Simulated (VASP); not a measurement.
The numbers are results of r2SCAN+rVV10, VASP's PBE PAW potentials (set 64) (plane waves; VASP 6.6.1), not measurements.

A VASP calculation is set up with these files.

File POSCAR:
```
PtSe2
1
    1.8306116625    -3.1707126484     0.0000000000
    1.8306116625     3.1707126484     0.0000000000
    0.0000000000     0.0000000000     5.1539467308
Pt Se
1 2
Direct
  0.0000000000   0.0000000000   0.0000000000
  0.3333330000   0.6666670000   0.2466355333
  0.6666670000   0.3333330000   0.7533644667
```

### KPOINTS
```
Automatic mesh
0
Gamma
9 9 6
0 0 0
```

**INCAR**
```
! general
SYSTEM   = PtSe2
PREC     = Accurate
ENCUT    = 520
LREAL    = .False.
LASPH    = .True.   ! aspherical one-centre terms

! electronic loop
EDIFF    = 1E-7   ! SCF stop (eV)
NELM     = 100   ! most electronic steps
ALGO     = Normal
LMAXMIX  = 6   ! l cut-off of mixed one-centre charges
LMIXTAU  = .True.

! smearing
ISMEAR   = 1
SIGMA    = 0.1

! functional
METAGGA  = R2SCAN
LUSE_VDW = .True.
BPARAM   = 11.95
CPARAM   = 0.0093

! ions
IBRION   = 2   ! conjugate gradients
NSW      = 30   ! most ionic steps
ISIF     = 4   ! ions and shape, fixed volume
EDIFFG   = -0.01

! output
LWAVE    = .False.
LCHARG   = .False.
```

POTCAR, in this order: Pt Se (PBE.64 set). Program: vasp_std.

What will the output report for the number of irreducible k-points (NKPTS), largest plane-wave count, number of space-group operations, FFT grid (NGX, NGY, NGZ)?

```yaml
number of irreducible k-points (NKPTS): 62
largest_plane_wave_count: 1651
number_of_space_group_operations: 12
FFT grid (NGX, NGY, NGZ): 28 × 28 × 40
```

The compound is PtSe2 in the 1T layered structure. This cell is one point of a volume scan, at 0.94 of the reference volume. Symmetry was kept, so distortions that lower it aren't found.
